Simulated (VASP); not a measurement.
The system is FeSi.

```xyz
8
Lattice="4.5507 0.0000 0.0000 0.0000 4.5507 0.0000 0.0000 0.0000 4.5507" Properties=species:S:1:pos:R:3 pbc="T T T"
Fe    0.6213    0.6213    0.6213
Fe    1.6541    3.9294    2.8966
Fe    2.8966    1.6541    3.9294
Fe    3.9294    2.8966    1.6541
Si    3.8335    3.8335    3.8335
Si    2.9925    0.7172    1.5582
Si    1.5582    2.9925    0.7172
Si    0.7172    1.5582    2.9925
```

| Quantity | Value |
| --- | --- |
| Program | VASP 6.6.1 |
| Task | relaxation of cell and atoms |
| Functional | LDA |
| Potentials or basis | VASP PAW LDA potentials, release 64 (Fe, Si) |
| Cutoff | 600 eV |
| k mesh | 8 × 8 × 8 |
| Occupations | gaussian, width 0.03 eV |
| Spin | no spin polarisation |

At the start: pressure -24.2 GPa; volume 11.78 Å³/atom.

Question: How do energy, volume and symmetry change on relaxing?

Answer: Over 10 steps the energy falls by 113.0 meV/atom and the volume is 10.45 Å³/atom (-11.2 %); space group P2_13 (No. 198, to 0.05 Å).

Step by step:
```csv
step,energy change (eV),largest force (eV/Å),pressure (GPa),volume (Å³)
1,0.0000,0.3608,-24.25,94.24
2,0.9571,1.2368,57.00,71.96
3,-0.8972,0.1409,-1.15,84.10
4,-0.8986,0.1592,-0.29,83.81
5,-0.8985,0.1725,0.31,83.61
6,-0.9030,0.0648,0.48,83.55
7,-0.9033,0.0326,0.41,83.53
8,-0.9033,0.0039,-0.67,83.83
9,-0.9036,0.0187,-0.12,83.67
10,-0.9037,0.0076,-0.03,83.64
```

Final structure:
```
CELL_PARAMETERS angstrom
4.37325 0.00000 0.00000
0.00000 4.37325 0.00000
0.00000 0.00000 4.37325
ATOMIC_POSITIONS crystal
Fe 0.13710 0.13710 0.13710
Fe 0.36290 0.86290 0.63710
Fe 0.63710 0.36290 0.86290
Fe 0.86290 0.63710 0.36290
Si 0.84082 0.84082 0.84082
Si 0.65917 0.15918 0.34082
Si 0.34082 0.65917 0.15918
Si 0.15918 0.34082 0.65917
```

Caveat: the volume moved by -11 % from the deposited cell, more than functionals usually miss.
